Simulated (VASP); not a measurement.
```yaml
crystal:
  lattice:
    - [-0.00953, 6.31381, 6.31381]
    - [6.30427, 0.00001, 6.30427]
    - [3.15214, 3.15214, 0.00000]
  atoms:
    - { symbol: In, position: [0.98515, 0.00495, 0.00990] }
    - { symbol: In, position: [0.98515, 0.50495, 0.00990] }
    - { symbol: In, position: [0.51392, 0.99536, 0.99072] }
    - { symbol: In, position: [0.51392, 0.49536, 0.99072] }
    - { symbol: Sb, position: [0.12722, 0.12426, 0.24852] }
    - { symbol: Sb, position: [0.12722, 0.62426, 0.24852] }
    - { symbol: As, position: [0.62370, 0.12543, 0.25087] }
    - { symbol: As, position: [0.62370, 0.62543, 0.25087] }
```

These are PBEsol GGA, VASP's PBE PAW potentials (set 64) (plane waves; VASP) values and carry that method's errors. Numerical set-up: 400 eV cut-off, 5×5×9 Γ-centred mesh, tetrahedra with Blöchl corrections, potentials In_d Sb As.

Unless said otherwise, spin-orbit coupling is left out, though it shifts the bands of the heavy elements here.

Problem. Predict the energy per atom (σ→0), band gap (on the k-mesh) with the smallest direct gap where there is one.

Solution. 
```json
{
 "band gap (on the k-mesh)": "none (metal, semimetal or under 0.01 eV)",
 "energy per atom (σ→0)": "-4.022 eV/atom"
}
```

Total energies compare only between runs with the same potentials, cut-off and functional.

The structure was generated: In4As2Sb2 was put into an ordered model structure (R3m), which need not be its known phase. It was relaxed first.
